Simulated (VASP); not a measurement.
Here is the system:

```xyz
2
Lattice="1.8482 -3.2012 0.0000 1.8482 3.2012 0.0000 0.0000 0.0000 5.6399" Properties=species:S:1:pos:R:3 pbc="T T T"
Gd     1.8482     1.0671     1.4100
Gd     1.8482    -1.0671     4.2299
```

The numbers are results of r2SCAN meta-GGA with spin-orbit coupling, VASP's PBE PAW potentials (set 64) (plane waves; VASP 6.6.1), not measurements. Run with 400 eV cut-off, 10×10×6 Γ-centred mesh, Gaussian smearing of 0.050 eV, potentials Gd_3.

The 4f electrons are frozen in the core of the lanthanide potential, so 4f levels, which can set the real gap, and their magnetism are missing.

### Question
What does the run give for the energy per atom (σ→0), band gap (over mesh and band path) with the smallest direct gap where there is one?

### Answer

```yaml
band gap (over mesh and band path): none (metal, semimetal or under 0.01 eV)
energy per atom (σ→0): -30.857 eV/atom
```

Total energies compare only between runs with the same potentials, cut-off and functional.

The compound is Gd in the hcp structure. It was relaxed first.
